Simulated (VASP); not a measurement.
Level of theory: LDA (Ceperley-Alder, Perdew-Zunger) with spin-orbit coupling, VASP's LDA PAW potentials (set 64) (plane waves; VASP).

Input for VASP

INCAR:
```
SYSTEM = B2W
PREC = Accurate
ENCUT = 400
EDIFF = 1E-6
NELM = 100
ALGO = Normal
LREAL = .FALSE.
LASPH = .TRUE.
ISMEAR = -1
SIGMA = 0.1
LMAXMIX = 6
LWAVE = .FALSE.
LCHARG = .FALSE.
ISIF = 2
LSORBIT = .TRUE.
LNONCOLLINEAR = .TRUE.
MAGMOM = 0.0 0.0 0.0 0.0 0.0 0.0 0.0 0.0 0.0
GGA_COMPAT = .FALSE.
LORBIT = 11
```

**KPOINTS**
```
kpoints
0
G
 7 7 6
```

File POSCAR:
```
B2W
1
    3.0200000000     0.0000000000     0.0000000000
   -1.5100000000     2.6153970000     0.0000000000
    0.0000000000     0.0000000000     3.0500000000
W B
1 2
Direct
  0.0000000000   0.0000000000   0.0000000000
  0.3333330000   0.6666670000   0.5000000000
  0.6666670000   0.3333330000   0.5000000000
```

POTCAR, in this order: W_sv B (LDA.64 set). Program: vasp_ncl.

Output

**OSZICAR**
```
       N       E                     dE             d eps       ncg     rms          rms(c)
DAV:   1     0.155284277921E+03    0.15528E+03   -0.90272E+03  1792   0.132E+03
DAV:   2    -0.252170016851E+02   -0.18050E+03   -0.17476E+03  1916   0.410E+02
DAV:   3    -0.335578542708E+02   -0.83409E+01   -0.80754E+01  2300   0.843E+01
DAV:   4    -0.336896789779E+02   -0.13182E+00   -0.13054E+00  2220   0.898E+00
DAV:   5    -0.336909780126E+02   -0.12990E-02   -0.12978E-02  2156   0.913E-01    0.369E+01
DAV:   6    -0.301158380741E+02    0.35751E+01   -0.14707E+01  2024   0.325E+01    0.108E+01
DAV:   7    -0.300984928255E+02    0.17345E-01   -0.42469E-01  2068   0.576E+00    0.636E+00
DAV:   8    -0.300795325853E+02    0.18960E-01   -0.11551E-02  2176   0.137E+00    0.179E+00
DAV:   9    -0.300794334844E+02    0.99101E-04   -0.43671E-04  2140   0.213E-01    0.832E-02
DAV:  10    -0.300793165457E+02    0.11694E-03   -0.20256E-04  2104   0.172E-01    0.253E-02
DAV:  11    -0.300793120903E+02    0.44554E-05   -0.28903E-05  1988   0.537E-02    0.103E-02
DAV:  12    -0.300793125344E+02   -0.44407E-06   -0.15248E-06  1564   0.139E-02
   1 F= -.30079313E+02 E0= -.30062554E+02  d E =-.335172E-01  mag=    -0.0000    -0.0000    -0.0000
```

**OUTCAR**
```
------------------------ aborting loop because EDIFF is reached ----------------------------------------
  FORCE on cell =-STRESS in cart. coord.  units (eV):
  Direction    XX          YY          ZZ          XY          YZ          ZX
  --------------------------------------------------------------------------------------
  Total        2.7591942      2.7591948      5.5102075      0.0000000      0.0000000     -0.0000000
  in kB      183.5052315    183.5052709    366.4663747      0.0000000      0.0000000     -0.0000000
  external PRESSURE =     244.4922924 kB  Pullay stress =       0.0000000 kB
  volume of cell :       24.09
      direct lattice vectors                 reciprocal lattice vectors
     3.020000000  0.000000000  0.000000000     0.331125828  0.191175565  0.000000000
    -1.510000000  2.615397000  0.000000000     0.000000000  0.382351131  0.000000000
     0.000000000  0.000000000  3.050000000     0.000000000  0.000000000  0.327868852
 POSITION                                       TOTAL-FORCE (eV/Angst)
 -----------------------------------------------------------------------------------
      0.00000      0.00000      0.00000         0.000000      0.000000      0.000000
     -0.00000      1.74360      1.52500        -0.000000     -0.000000      0.000000
      1.51000      0.87180      1.52500        -0.000000      0.000000     -0.000000
 -----------------------------------------------------------------------------------
    total drift:                               -0.000000     -0.000000     -0.000000
  FREE ENERGIE OF THE ION-ELECTRON SYSTEM (eV)
  ---------------------------------------------------
  free  energy   TOTEN  =       -30.0793125344 eV

  energy  without entropy=      -30.0457953164  energy(sigma->0) =      -30.06255393

 total charge

# of ion       s       p       d       tot
------------------------------------------
    1        2.295   6.381   3.752  12.428
    2        0.672   1.429   0.000   2.101
    3        0.672   1.429   0.000   2.101
--------------------------------------------------
tot          3.640   9.239   3.752  16.631

 magnetization (x)

# of ion       s       p       d       tot
------------------------------------------
    1        0.000   0.000   0.000   0.000
    2        0.000   0.000   0.000   0.000
    3        0.000   0.000   0.000   0.000
--------------------------------------------------
tot          0.000   0.000   0.000   0.000

 magnetization (y)

# of ion       s       p       d       tot
------------------------------------------
    1       -0.000   0.000  -0.000  -0.000
    2        0.000   0.000   0.000   0.000
    3        0.000   0.000   0.000   0.000
--------------------------------------------------
tot         -0.000   0.000  -0.000  -0.000

 magnetization (z)

# of ion       s       p       d       tot
------------------------------------------
    1       -0.000   0.000   0.000   0.000
    2        0.000   0.000   0.000   0.000
    3        0.000   0.000   0.000   0.000
--------------------------------------------------
tot         -0.000   0.000   0.000   0.000

 Ion:    1  E_soc:     -1.5153473

 Ion:    2  E_soc:     -0.0000446

 Ion:    3  E_soc:     -0.0000446
```
(Selected blocks of OUTCAR.)

At this cut-off the stress carries a Pulay error, which pulls relaxed volumes low.

The structure comes from a measured B2W entry of the Crystallography Open Database, whose conditions weren't checked. The cell was not relaxed at this level. The k-mesh is coarse (spacing up to 0.34 per Å, 2π included), so the numbers may not be converged in it. The run is one of a series of settings (GGA_COMPAT = .FALSE., LNONCOLLINEAR = .TRUE., LSORBIT = .TRUE., MAGMOM = 0.0 0.0 0.0 0.0 0.0 0.0 0.0 0.0 0.0, program vasp_ncl against the base run), some of them coarse on purpose.
